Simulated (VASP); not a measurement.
Input:

```xyz
2
Lattice="1.5757 -2.2482 0.0000 1.5757 2.2482 0.0000 0.0000 0.0000 4.4614" Properties=species:S:1:pos:R:3 pbc="T T T"
Nb     0.0000     0.0000     0.0000
Re     1.5757     0.0000     2.2307
```

Level of theory: PBEsol GGA, VASP's PBE PAW potentials (set 64) (plane waves; VASP 6.6.1). Run with 400 eV cut-off, 16×16×9 Γ-centred mesh, tetrahedra with Blöchl corrections, potentials Nb_sv Re.

Unless said otherwise, spin-orbit coupling is left out, though it shifts the bands of the heavy elements here.

What does the run give for the energy per atom (σ→0), band gap (on the k-mesh) with the smallest direct gap where there is one?

```
Property                                                    Result
------------------------  ----------------------------------------
band gap (on the k-mesh)  none (metal, semimetal or under 0.01 eV)
energy per atom (σ→0)                              -12316 meV/atom
```

Only differences to runs with the same potentials and settings are physical.

The structure comes from a computed database's NbRe entry (Cmmm); how it stands against other phases isn't given here. It was relaxed first.
